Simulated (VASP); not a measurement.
The input files of a VASP run:

INCAR:
```
LASPH = .TRUE.   ! aspherical one-centre terms
PREC = Accurate
LREAL = .FALSE.
NELM = 100
ENCUT = 520   ! plane-wave cut-off (eV)
ALGO = Normal
IVDW = 13   ! D4
LMAXMIX = 4
SYSTEM = GaN
ISIF = 2   ! forces and stress, cell fixed
NEDOS = 601   ! DOS grid
LWAVE = .FALSE.
LORBIT = 11   ! lm-projected
EDIFF = 1E-7
LCHARG = .TRUE.
ISMEAR = -5
GGA = PE
LEFG = .TRUE.
```

File KPOINTS:
```
Automatic mesh
0
Gamma
9 9 5
0 0 0
```

File POSCAR:
```
GaN
1
    1.5929157413    -2.7590109583    -0.0000000000
    1.5929157413     2.7590109583     0.0000000000
    0.0000000000     0.0000000000     5.1869331331
Ga N
2 2
Direct
  0.6666670000   0.3333330000   0.5000401172
  0.3333330000   0.6666670000   0.0000401172
  0.6666670000   0.3333330000   0.8769598828
  0.3333330000   0.6666670000   0.3769598828
```

POTCAR, in this order: Ga_d N (PBE.64 set). Program: vasp_std.

### Question
Translate this PBE-D4 calculation to Ansatz.

### Answer
One equivalent input (not run):
Ansatz 0.2 input:
```yaml
crystal:
  lattice:
    - [1.5929157, -2.7590110, 0.0000000]
    - [1.5929157, 2.7590110, 0.0000000]
    - [0.0000000, 0.0000000, 5.1869331]
  atoms:
    - { symbol: Ga, position: [0.6666670, 0.3333330, 0.5000401] }
    - { symbol: Ga, position: [0.3333330, 0.6666670, 0.0000401] }
    - { symbol: N, position: [0.6666670, 0.3333330, 0.8769599] }
    - { symbol: N, position: [0.3333330, 0.6666670, 0.3769599] }
kpoints:
  mp_grid: { grid: [9, 9, 5] }
hamiltonian:
  xc: pbe
  dispersion: d4
  pseudopotentials: { kind: paw }
scf:
  occupations: { method: tetrahedron }
  max_iter: 100
output: { forces: true, stress: true, eigenvalues: true }
```
The two are equivalent in intent, not identical: each code has its own PAW files, so the cut-off isn't converted (ENCUT is set for VASP's; basis.ecutwfc is left out, and Ansatz then takes the one that its files recommend); Ansatz stops its SCF on the density residual and VASP on the energy change (EDIFF); the field gradients of LEFG aren't asked of the other code.

The compound is GaN in the wurtzite structure. It was relaxed first.
